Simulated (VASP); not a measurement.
The system is Ta2SiN2.

```
Ta Si N
1.0
    -1.86418    1.86418    5.02226
     1.86418   -1.86418    5.02226
     1.86418    1.86418   -5.02226
Ta Si N
2 1 2
Direct
  0.75000 0.25000 0.50000
  0.25000 0.75000 0.50000
  0.00000 0.00000 0.00000
  0.61284 0.61284 0.00000
  0.38716 0.38716 0.00000
```

The cell was built by a generator and needn't be a form met in nature.

```yaml
Program: VASP 6.6.1
Task: relaxation of cell and atoms
Functional: PBE
Potentials_or_basis: VASP PAW PBE potentials, release 64 (Ta_pv, Si, N)
Cutoff: 520 eV
k_mesh: 5 × 5 × 5
Occupations: gaussian, width 0.15 eV
Spin: no spin polarisation
```

At the start: pressure -3.6 GPa; volume 13.96 Å³/atom.

Q: How do energy, volume and symmetry change on relaxing?

A: Over 20 steps the energy falls by 1094.6 meV/atom and the volume is 12.89 Å³/atom (-7.7 %); space group I4/mmm (No. 139, to 0.05 Å).

The path:
```
step  energy change (eV)  largest force (eV/Å)  pressure (GPa)  volume (Å³)
   1              0.0000                3.0045           -3.61        69.81
   2             -2.0162                3.4245            2.31        66.38
   3             -3.9381                1.4227           19.85        60.72
   4             -3.9969                0.7362           28.86        58.45
   5             -4.7537                1.5693            8.02        61.45
   6             -4.0137                1.0157          -27.30        69.54
   7             -4.9837                1.8365           -8.44        64.31
   8             -4.9835                1.8473           -7.49        64.13
   9             -5.1124                1.4424           -9.07        64.23
  10             -5.1456                1.1269           -9.94        64.29
  11             -5.3270                0.6583            0.43        62.01
  12             -5.3392                0.5135            3.95        61.31
  13             -5.3812                0.4521            3.38        61.84
  14             -5.4594                0.1917            1.46        63.40
  15             -5.4156                0.4319           -0.42        66.51
  16             -5.4724                0.0442            0.68        64.44
  17             -5.4726                0.0239            0.80        64.32
  18             -5.4725                0.0047            0.93        64.26
  19             -5.4722                0.0446           -0.91        64.65
  20             -5.4731                0.0131           -0.02        64.45
```

Final structure:
```
Ta Si N
1.0
    -2.11966    2.11966    3.58593
     2.11966   -2.11966    3.58593
     2.11966    2.11966   -3.58593
Ta Si N
2 1 2
Direct
  0.75000 0.25000 0.50000
  0.25000 0.75000 0.50000
  0.00000 0.00000 0.00000
  0.71139 0.71139 0.00000
  0.28861 0.28861 0.00000
```

Caveat: the k mesh is coarse (spacing up to 0.48 Å⁻¹), so the values aren't converged.
